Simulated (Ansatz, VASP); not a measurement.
# Cross-check of Re (Rhenium) between VASP and Ansatz

Aim: how closely do two programs agree when they are given the same cell, functional and k mesh? The cell is taken from a series of runs on this material, whose earlier steps may have relaxed, scaled, displaced or heated it; both programs get it as it stands.

Main program and level: Ansatz 0.2.0; plane waves, with VASP 6.6.1 beside it; zone-centre phonons at LDA.

**1. The structure**

Symmetry: P6_3/mmc, No. 194, hexagonal system. The conventional cell has a = 2.745 Å, b = 2.745 Å, c = 4.372 Å, α = 90.00°, β = 90.00°, γ = 120.00°. Re has 12 Re at 2.70 to 2.74 Å nearest.

**2. VASP: zone-centre phonons, LDA**

Second derivatives magnify differences that forces hide, and they need a tight electronic threshold.

Lines of VASP's logs that name or quote its potential files are left out, and so is its time.

File INCAR:

```
SYSTEM = Re
PREC = Accurate
ENCUT = 600
EDIFF = 1E-08
NELM = 120
ISMEAR = 1
SIGMA = 0.2
LREAL = .FALSE.
ALGO = Normal
GGA = CA
NBANDS = 13
LASPH = .TRUE.
LORBIT = 11
LWAVE = .FALSE.
LCHARG = .FALSE.
ISIF = 2
IBRION = 8
GGA_COMPAT = .FALSE.
KPAR = 2
```

File POSCAR:

```
Re
1.0
    2.7448870842      0.0000000000      0.0000000000
   -1.3724435421      2.3771419454      0.0000000000
    0.0000000000      0.0000000000      4.3719765363
Re
2
Direct
    0.3333333348      0.6666666652      0.2500000000
    0.6666666652      0.3333333348      0.7500000000
```

File KPOINTS:

```
Automatic mesh
0
Gamma
18 18 12
0 0 0
```

PAW data sets: Re (LDA family, release 64).

On the command line:

```bash
mpirun -np 2 vasp_std
```

Numbers of over 12 decimals in the logs are rounded to 6 here.

The log of the run:

```text
[banner, memory and clock lines left out]
running    2 mpi-ranks, on    1 nodes
 distrk:  each k-point on    1 cores,    2 groups
 distr:  one band on    1 cores,    1 groups

 POSCAR found type information on POSCAR Re
 POSCAR found :  1 types and       2 ions
 LDA part: xc-table for (Slater(with rela. corr.)+CA(PZ))
 , standard interpolation
 POSCAR, INCAR and KPOINTS ok, starting setup
 FFT: planning ... GRIDC
 FFT: planning ... GRID_SOFT
 FFT: planning ... GRID
 WAVECAR not read
 entering main loop
       N       E                     dE             d eps       ncg     rms          rms(c)
DAV:   1     0.128143963132E+03    0.12814E+03   -0.63561E+03  7227   0.123E+03
DAV:   2    -0.198772642634E+02   -0.14802E+03   -0.13210E+03 10583   0.469E+02
DAV:   3    -0.287503977657E+02   -0.88731E+01   -0.76880E+01 11287   0.146E+02
DAV:   4    -0.289429889138E+02   -0.19259E+00   -0.18902E+00 11139   0.129E+01
DAV:   5    -0.289440746829E+02   -0.10858E-02   -0.10853E-02 11098   0.172E+00    0.451E+01
DAV:   6    -0.278789551932E+02    0.10651E+01   -0.87633E-01 11507   0.157E+01    0.196E+01
DAV:   7    -0.275337494267E+02    0.34521E+00   -0.59443E-01 11532   0.126E+01    0.442E-01
DAV:   8    -0.275241154638E+02    0.96340E-02   -0.53605E-03 10706   0.727E-01    0.152E-01
DAV:   9    -0.275230780764E+02    0.10374E-02   -0.42122E-04  9974   0.217E-01    0.465E-02
DAV:  10    -0.275230836783E+02   -0.56019E-05   -0.48729E-05 11089   0.592E-02    0.201E-02
DAV:  11    -0.275230828073E+02    0.87104E-06   -0.64159E-07 11202   0.127E-02    0.127E-03
DAV:  12    -0.275230827783E+02    0.28977E-07   -0.25586E-08  8563   0.173E-03    0.778E-04
DAV:  13    -0.275230827760E+02    0.23183E-08   -0.28069E-09  6022   0.115E-03
   1 F= -.27523083E+02 E0= -.27523177E+02  d E =0.281886E-03
 Linear response reoptimize wavefunctions to high precision
DAV:   1    -0.275230827755E+02    0.42860E-09   -0.26978E-09  7872   0.616E-04
DAV:   2    -0.275230827756E+02   -0.34788E-10   -0.13618E-10  5417   0.240E-04
 Linear response DOF=           2
 Linear response progress:
  Degree of freedom:   1/  2
       N       E                     dE             d eps       ncg     rms          rms(c)
RMM:   1    -0.927697763841E-01   -0.92770E-01    0.98019E-02 31062   0.208E+01
RMM:   2    -0.143779950606E+00   -0.51010E-01   -0.52937E-02 51130   0.208E+00    0.126E-01
RMM:   3    -0.143695531906E+00    0.84419E-04   -0.33226E-03 55729   0.437E-01    0.882E-02
RMM:   4    -0.143021252666E+00    0.67428E-03   -0.76096E-04 52042   0.237E-01    0.174E-02
RMM:   5    -0.143075113377E+00   -0.53861E-04   -0.31672E-05 53039   0.595E-02    0.839E-03
RMM:   6    -0.143091604429E+00   -0.16491E-04   -0.44466E-06 55065   0.170E-02    0.487E-03
RMM:   7    -0.143099816936E+00   -0.82125E-05   -0.31915E-07 51771   0.804E-03    0.143E-03
RMM:   8    -0.143101476050E+00   -0.16591E-05   -0.14612E-07 57509   0.304E-03    0.417E-04
RMM:   9    -0.143100638629E+00    0.83742E-06    0.39040E-08 56131   0.916E-04    0.101E-04
RMM:  10    -0.143100680139E+00   -0.41510E-07   -0.46948E-08 57542   0.479E-04    0.250E-05
RMM:  11    -0.143100723739E+00   -0.43599E-07   -0.27659E-08 59088   0.331E-04    0.992E-06
RMM:  12    -0.143100717362E+00    0.63765E-08   -0.32613E-08 57128   0.290E-04    0.486E-06
 first order change of Fermi-energy  -0.18115E-04
 force on displaced ion       1 direction 1 :  -4.973   0.000   0.000
 Linear response progress:
  Degree of freedom:   2/  2
       N       E                     dE             d eps       ncg     rms          rms(c)
RMM:   1    -0.131605330148E+00   -0.13161E+00    0.97485E-02 10835   0.218E+01
RMM:   2    -0.185843323710E+00   -0.54238E-01   -0.46106E-02 16042   0.232E+00    0.202E-01
RMM:   3    -0.187077323405E+00   -0.12340E-02   -0.13353E-02 18498   0.796E-01    0.116E-01
RMM:   4    -0.186868959993E+00    0.20836E-03   -0.12986E-04 18450   0.178E-01    0.674E-02
RMM:   5    -0.187150347221E+00   -0.28139E-03    0.18873E-04 18875   0.127E-01    0.124E-02
RMM:   6    -0.187189945744E+00   -0.39599E-04   -0.19201E-05 17929   0.340E-02    0.648E-03
RMM:   7    -0.187175354316E+00    0.14591E-04    0.69079E-05 17968   0.140E-02    0.322E-03
RMM:   8    -0.187190728876E+00   -0.15375E-04    0.45710E-05 18410   0.865E-03    0.777E-04
RMM:   9    -0.187193476268E+00   -0.27474E-05    0.59929E-06 18083   0.308E-03    0.119E-04
RMM:  10    -0.187193546157E+00   -0.69889E-07   -0.49381E-06 19697   0.104E-03    0.572E-05
RMM:  11    -0.187192765400E+00    0.78076E-06    0.88055E-07 18472   0.478E-04    0.540E-06
RMM:  12    -0.187192823021E+00   -0.57620E-07    0.42241E-07 20357   0.318E-04    0.324E-06
RMM:  13    -0.187192853726E+00   -0.30705E-07   -0.12620E-07 19922   0.282E-04    0.204E-06
RMM:  14    -0.187192850929E+00    0.27964E-08   -0.13948E-08 20603   0.273E-04    0.734E-07
 first order change of Fermi-energy   0.99803E-04
 force on displaced ion       1 direction 3 :   0.000  -0.000  -4.263
 Linear response finished
```

From OUTCAR (step 2):

```text
ion  position               nearest neighbor table
   1  0.333  0.667  0.250-   2 2.70   2 2.70   2 2.70   2 2.70   2 2.70   2 2.70
   2  0.667  0.333  0.750-   1 2.70   1 2.70   1 2.70   1 2.70   1 2.70   1 2.70

  LATTYP: Found a hexagonal cell.
 ALAT       =     2.7448870842
 C/A-ratio  =     1.5927709965

 Subroutine GETGRP returns: Found 24 space group operations
 (whereof 12 operations were pure point group operations)

The static configuration has the point symmetry D_3d.
 The point group associated with its full space group is D_6h.

 Found    259 irreducible k-points:

   k-points           NKPTS =    259   k-points in BZ     NKDIM =    259   number of bands    NBANDS=     13

   dimension x,y,z NGX =    24 NGY =   24 NGZ =   36
   dimension x,y,z NGXF=    48 NGYF=   48 NGZF=   72

   ENCUT  =  600.0 eV  44.10 Ry    6.64 a.u.   5.48  5.48  8.73*2*pi/ulx,y,z

   NELECT =      14.0000    total number of electrons

 k-points in reciprocal lattice and weights: Automatic mesh
   0.00000000  0.00000000  0.00000000       0.000
   0.05555556 -0.00000000  0.00000000       0.002
   0.11111111 -0.00000000  0.00000000       0.002
   0.16666667 -0.00000000  0.00000000       0.002
   0.22222222 -0.00000000  0.00000000       0.002
   0.27777778 -0.00000000  0.00000000       0.002
   0.33333333 -0.00000000  0.00000000       0.002
   0.38888889  0.00000000  0.00000000       0.002
   0.44444444 -0.00000000  0.00000000       0.002
[...]
0.33333333  0.27777778  0.50000000       0.003
   0.33333333  0.33333333  0.50000000       0.001

 average (electrostatic) potential at core
       1 -38.9638       2 -38.9638

  Total        0.3118928      0.3118928      1.3614416      0.0000000     -0.0000000      0.0000000
  in kB       17.5169483     17.5169483     76.4631477      0.0000000     -0.0000000      0.0000000
  external PRESSURE =      37.1656814 kB  Pullay stress =       0.0000000 kB

  energy-cutoff  :      600.00
  volume of cell :       28.53
      direct lattice vectors                 reciprocal lattice vectors
     2.744887084  0.000000000  0.000000000     0.364313711  0.210336619  0.000000000
    -1.372443542  2.377141945  0.000000000     0.000000000  0.420673238  0.000000000
     0.000000000  0.000000000  4.371976536     0.000000000  0.000000000  0.228729498

 POSITION                                       TOTAL-FORCE (eV/Angst)
 -----------------------------------------------------------------------------------
      0.00000      1.58476      1.09299         0.000000      0.000000      0.000000
      1.37244      0.79238      3.27898        -0.000000     -0.000000      0.000000
 -----------------------------------------------------------------------------------
    total drift:                               -0.000000      0.000000     -0.000000

 Eigenvectors and eigenvalues of the dynamical matrix
 ----------------------------------------------------

   1 f  =    3.613185 THz    22.702309 2PiTHz  120.522867 cm-1    14.942924 meV
             X         Y         Z           dx          dy          dz
      0.000000  1.584761  1.092994     0.707107    0.000000   -0.000000
      1.372444  0.792381  3.278982    -0.707107   -0.000000    0.000000

   2 f  =    3.613185 THz    22.702309 2PiTHz  120.522867 cm-1    14.942924 meV
             X         Y         Z           dx          dy          dz
      0.000000  1.584761  1.092994    -0.000000   -0.707107    0.000000
      1.372444  0.792381  3.278982    -0.000000    0.707107    0.000000

   3 f  =    3.345148 THz    21.018184 2PiTHz  111.582122 cm-1    13.834414 meV
             X         Y         Z           dx          dy          dz
      0.000000  1.584761  1.092994    -0.000000    0.000000   -0.707107
      1.372444  0.792381  3.278982     0.000000    0.000000    0.707107

   4 f  =    0.000000 THz     0.000000 2PiTHz    0.000001 cm-1     0.000000 meV
             X         Y         Z           dx          dy          dz
      0.000000  1.584761  1.092994     0.707107   -0.000000    0.000000
      1.372444  0.792381  3.278982     0.707107    0.000000    0.000000

   5 f  =    0.000000 THz     0.000000 2PiTHz    0.000000 cm-1     0.000000 meV
             X         Y         Z           dx          dy          dz
      0.000000  1.584761  1.092994     0.000000    0.707107    0.000000
      1.372444  0.792381  3.278982     0.000000    0.707107    0.000000

   6 f  =    0.000000 THz     0.000000 2PiTHz    0.000000 cm-1     0.000000 meV
             X         Y         Z           dx          dy          dz
      0.000000  1.584761  1.092994     0.000000    0.000000    0.707107
      1.372444  0.792381  3.278982    -0.000000    0.000000    0.707107

 ELASTIC MODULI CONTR FROM IONIC RELAXATION (kBar)
 Direction    XX          YY          ZZ          XY          YZ          ZX
 --------------------------------------------------------------------------------
 XX        -184.1012    184.1012      0.0000      0.0000      0.0000      0.0000
 YY         184.1012   -184.1012     -0.0000      0.0000      0.0000      0.0000
 ZZ           0.0000     -0.0000     -0.0000     -0.0000      0.0000      0.0000
 XY           0.0000      0.0000     -0.0000   -184.1012      0.0000      0.0000
 YZ           0.0000      0.0000      0.0000      0.0000      0.0000      0.0000
 ZX           0.0000      0.0000      0.0000      0.0000      0.0000      0.0000
 --------------------------------------------------------------------------------
```

**3. Ansatz: zone-centre phonons, LDA**

Ansatz runs on its PAW soft_1 files.

The same cell, functional (in two slightly different forms), mesh and smearing now go to Ansatz, which takes its cutoff from its data sets.

File input.yaml:

```yaml
crystal:
  lattice:
    - [2.7448870842, 0.0, 0.0]
    - [-1.3724435421, 2.3771419454, 0.0]
    - [0.0, 0.0, 4.3719765363]
  atoms:
    - { symbol: Re, position: [0.3333333348, 0.6666666652, 0.25] }
    - { symbol: Re, position: [0.6666666652, 0.3333333348, 0.75] }
kpoints:
  mp_grid: { grid: [18, 18, 12] }
hamiltonian:
  xc: lda
  pseudopotentials: { kind: paw, azcp: { folder: soft_1 }, xc_functional: pbe }
scf:
  occupations: { method: methfessel_paxton, width: 0.2 }
output:
  eigenvalues: true
phonons:
  method: dfpt
```

On the command line:

```bash
ansatz run input.yaml --threads 4 --pin off --max-ram 10240MiB --backend cpu --events-out ev --progress --plain --runs-dir out
```

The log of the run:

```text
zone centre: on kpoints.mp_grid the ground state, and the responses unless they are solved on pairs of k-points, stand on 637 of the mesh's 3888 k-points, reduced under 4 symmetry operations, with k and −k counted as one. Each operation leaves every solved displacement unchanged or reverses it
Engine: ansatz 0.2.0, x86_64-unknown-linux-gnu
Pseudopotentials: kind: paw
Pseudopotential: Re, paw, valence charge 15, recommended cutoff 420 eV (normal), soft_1/Re.paw.azcp
Functional definition: SPW92
  exchange = slater_x
  correlation = pw_c
Crystal: 2 atoms, lattice volume = 28.527 Å³
Basis set: ecut = 420 eV, 573 PW (Γ), exchange–correlation on 40×40×60 points (8 copies of the dense FFT grid, shifted against one another)
Bands: 19, of which v1, the nominal top of the filled ones, is band 15 counted from 1 (14 counted from 0)
Symmetry: 24 space group operations
k-points: 637 of 3888 (irreducible under 4 space group operations, time reversal used)
Non-local potential: Re, projectors of the file, l = 0: 3, l = 1: 2, l = 2: 2, l = 3: 1
PAW form: soft (Blöchl's): semilocal exchange-correlation on the pseudo side does not see the compensation charge
PAW frozen core: Re, regenerated for the run's functional, and the local potential with it (the file was generated under x = pbe(κ = 0.804, μ = 0.219515), c = pbe(β = 0.066725))
PAW one-centre angular grid: Re, 590 points (default); XC on 64 Gauss nodes
Initial density: superposition of atomic densities (chi_scale 0.1, normalization cell)
Initial wavefunctions: pseudopotential atomic-orbital guess
Functional: x = slater, c = lda
SCF iter   1: F=—  HF=-21217.525711 eV  |F-HF|=—  |Δ(HF+E_count)|=         —  Δρ=5.88e-2  dr2=8.82e-1  ethr=3.10e-3  ⟨swp⟩=4.6  Hψ=48082  notcnv=0
preconditioner: auto → none  [metal: Δε(μ)=0.003 eV  Ē_g=6.586 eV  σ=0.200 eV  W_gap=0.01  n_scr=8 (ndim 8)  ℏωp=26.0 eV  f_vac=0.000  D(μ)=1.63/eV (n_scr^D=22)  sad-step TF]
SCF iter   2: F=—  HF=-21217.271044 eV  |F-HF|=—  |Δ(HF+E_count)|=   2.55e-1  S|Δr|=    0.00e0  Δρ=3.40e-2  dr2=2.85e-1  ethr=2.94e-3  ⟨swp⟩=2.0  Hψ=19429  notcnv=0  defer=8
SCF iter   3: F=—  HF=-21217.154694 eV  |F-HF|=—  |Δ(HF+E_count)|=   1.16e-1  S|Δr|=    0.00e0  Δρ=1.53e-3  dr2=2.52e-4  ethr=9.49e-4  ⟨swp⟩=3.0  Hψ=23123  notcnv=0  defer=8
SCF iter   4: F=—  HF=-21217.154890 eV  |F-HF|=—  |Δ(HF+E_count)|=   1.96e-4  S|Δr|=    0.00e0  Δρ=1.68e-4  dr2=9.13e-6  ethr=8.39e-7  ⟨swp⟩=2.1  Hψ=17542  notcnv=0  defer=8
SCF iter   5: F=—  HF=-21217.154887 eV  |F-HF|=—  |Δ(HF+E_count)|=   2.94e-6  S|Δr|=    0.00e0  Δρ=2.65e-5  dr2=1.35e-7  ethr=3.04e-8  ⟨swp⟩=2.0  Hψ=16468  notcnv=0  defer=8
SCF iter   6: F=—  HF=-21217.154887 eV  |F-HF|=—  |Δ(HF+E_count)|=   3.60e-7  S|Δr|=    0.00e0  Δρ=6.60e-6  dr2=9.57e-9  ethr=4.50e-10  ⟨swp⟩=2.7  Hψ=22297  notcnv=0  defer=8
SCF iter   7: F=—  HF=-21217.154887 eV  |F-HF|=—  |Δ(HF+E_count)|=   2.16e-9  S|Δr|=    0.00e0  Δρ=1.19e-6  dr2=2.61e-10  ethr=3.19e-11  ⟨swp⟩=2.6  Hψ=20360  notcnv=0  defer=8
SCF iter   8: F=-21217.154887 eV  HF=-21217.154887 eV  |F-HF|=3.64e-12  |Δ(HF+E_count)|=  4.73e-11  S|Δr|=    0.00e0  Δρ=8.74e-8  dr2=7.92e-13  ethr=1.00e-12  ⟨swp⟩=6.0  Hψ=51623  notcnv=0
SCF 1 converged in 8 iterations: F = -21217.154887 eV  dr2 = 7.92e-13
  greatest PAW one-centre occupation: 0.999 electrons in one spin orbital (limit 2), on the Re atom at site 1 (counted from 0), in its partial waves of l = 0
DFPT response loops at Γ: preconditioner auto → Kerker (q_TF=auto, 2.751 Å⁻¹) (partly filled bands, converged f_vac=0.000); β = 1.00, the filter's whole step (`scf.mixing.beta` (0.50) is not read by the response loops under this deck's `scf.mixing.preconditioner`; to damp them name `kerker` or `kerker_dos`, under which they read `scf.mixing.beta`, and type it under 1.00, their step now; both keys bind the ground state too); Broyden in place of MSR1
SCF converged after 8 iterations
Stability not checked: this state was not tested for a lower state beside it, because cold or Methfessel-Paxton smearing, or corrected tetrahedra, fill the levels in a way that the test cannot read (fill_not_monotonic; see scf.lower_state_search)
Free energy (F): -21217.154887 eV
Harris-Foulkes:  -21217.154887 eV  (|F-HF|=3.64e-12)
Internal energy: -21217.155309 eV  (E = F + TS)
E sigma→0 (E₀):  -21217.154992 eV
Entropy (-TS):   0.000423 eV (0.211 meV/atom)
Fermi energy:    24.523657 eV
--- Per-component energies (eV) ---
  E_band       = -126.964777
  E_kinetic    = 1051.305741
  E_local      = -1506.646474  (includes V_loc(G=0)·N_el)
  E_nonlocal   = 172.124569
  E_hartree    = 526.835836
  E_xc         = -709.963273
  E_vxc        = -583.224407  (∫ρ·V_xc dr)
  E_paw        = -16893.358520  (= ΣΔE_a)
  E_vpaw       = -314.196002  (= ΣTr[D̂ρ^β])
  E_aug_tail   = 0.000100  (compensation charges beyond the density's cutoff)
  E_ewald      = -3858.091628
  E_core_change = 0.638340  (= ΣΔE_core)
  E_smearing   = 0.000423  (= −TS)
  E_closure    = 0.000000  (closes the sum)
  Σ components = -21217.154887   (vs F -21217.154887, Δ=0.00e0)
--- Band table (eV; the first three rows and the last of 637) ---
  k-point 0: bands = [... 11 lower, 22.8462, 23.0533, 23.7669, 23.7669, 24.5907, 24.5907, 25.5089, 28.0396]
  k-point 1: bands = [... 11 lower, 22.7918, 22.9973, 23.7053, 23.7053, 24.7293, 24.7293, 25.2427, 28.0585]
  k-point 2: bands = [... 11 lower, 22.6787, 22.8407, 23.5390, 23.5390, 24.5696, 25.0899, 25.0899, 28.0881]
  k-point 636: bands = [... 11 lower, 21.1741, 22.3597, 22.3597, 24.3405, 24.3405, 28.7059, 28.7059, 31.1150]
--- Phonons (Γ-DFPT): 2 representative perturbations + reference, on 637 of 3888 k-points (Σ response iterations 5) ---
  k mesh reduced under 4 symmetry operations, with k and −k counted as one. Each operation leaves every solved displacement unchanged or reverses it
  ASR residual: 1.422e-4 → 0.000e0 eV/Å²; symmetrization residual: 1.847e-13 eV/Å²
  ASR residual per site (eV/Å²): 1.42e-4 1.42e-4
  Γ frequencies (cm⁻¹): 0.00 0.00 0.00 114.79 121.79 121.79
  non-analytic LO–TO correction: not included (Born effective charges unavailable; polar crystals: no LO–TO splitting at Γ)
```

**4. Comparison**

Known differences besides the potentials themselves: the two LDA forms differ slightly; the data sets hold 30 valence electrons in Ansatz (on its PAW soft_1 files) and 14 in VASP; the cutoff is 420 eV in Ansatz and 600 eV in VASP; VASP's log shows a relativistic correction to its local exchange, Ansatz's none. Total energies have different zeros and are not compared.

Both answers:

```tsv
quantity	Ansatz	VASP	difference
optical mode 1 (cm⁻¹)	114.8	111.6	+2.87 %
optical mode 2 to 3 (cm⁻¹)	121.8	120.5	+1.05 %
```

Modes are paired by rising frequency, not by their patterns, so a pair may set unlike modes beside each other; they are those without the splitting of longitudinal modes.

**5. Outcome**

```json
{
  "r.m.s. difference of the optical zone-centre modes, each program's sorted by frequency (zone-centre phonons, LDA)": "2.1 cm⁻¹",
  "difference in optical mode 1 (zone-centre phonons, LDA)": "+2.9 %"
}
```

What this shows: The r.m.s. difference of the optical zone-centre modes, each program's sorted by frequency is 2.1 cm⁻¹ (zone-centre phonons, LDA). The data sets hold unlike numbers of valence electrons (30 in Ansatz and 14 in VASP), so part of the differences comes from the potentials. Among the rows given in per cent, the largest difference of the zone-centre phonons, LDA pair is in optical mode 1, +2.9 %. How closely two codes agree says nothing of how well the functional describes the real material.

[Lines on the potential files, build, host, timing and source positions are cut from VASP's logs without a mark.]

[Logs are printed without paths, hosts, clocks, repeated set-up lines and the standing remarks that a program may print on its own settings, such as how far it seeks lower states.]

[Hosts, paths, dates, database ids (printed as entryN), source tags and the programs' standing remarks are cut or masked in the printed files.]
